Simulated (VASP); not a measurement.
Consider the following.

```
CELL_PARAMETERS angstrom
      4.21653     0.00000     0.00000
      0.00000     4.21653     0.00000
      0.00000     0.00000     4.21653
ATOMIC_POSITIONS crystal
  Ba 0.00000 0.00000 0.00000
  Zr 0.50000 0.50000 0.50000
  O  0.50000 0.00000 0.50000
  O  0.00000 0.50000 0.50000
  O  0.50000 0.50000 0.00000
```

Method: PBE GGA with D4 dispersion, VASP's PBE PAW potentials (set 64) (plane waves; VASP 6.6.1). Settings: 520 eV cut-off, Gaussian smearing of 0.050 eV, potentials Ba_sv Zr_sv O.

Unless said otherwise, spin-orbit coupling is left out, though it shifts the bands of the heavy elements here.

Q: Give the energies of bands 12 to 23 at the high-symmetry points, in eV from the valence-band maximum.

A: 
| band | Γ | X | M | R |
|---|---|---|---|---|
| 12 | -1.48 | -3.62 | -3.69 | -3.68 |
| 13 | -1.48 | -1.89 | -3.69 | -3.68 |
| 14 | -1.48 | -1.89 | -3.63 | -3.48 |
| 15 | -0.96 | -1.77 | -2.35 | -2.53 |
| 16 | -0.96 | -1.71 | -2.35 | -2.53 |
| 17 | -0.96 | -1.71 | -0.93 | -2.53 |
| 18 | -0.24 | -1.63 | -0.93 | 0.00 |
| 19 | -0.24 | -0.48 | -0.83 | 0.00 |
| 20 | -0.24 | -0.48 | -0.07 | 0.00 |
| 21 | 3.15 | 3.58 | 5.56 | 5.91 |
| 22 | 3.15 | 5.59 | 5.56 | 5.91 |
| 23 | 3.15 | 5.59 | 6.35 | 5.91 |

The gap is indirect, 3.15 eV, from the valence maximum at R to the conduction minimum at Γ.

The compound is BaZrO3 in the cubic perovskite structure. It was relaxed first.
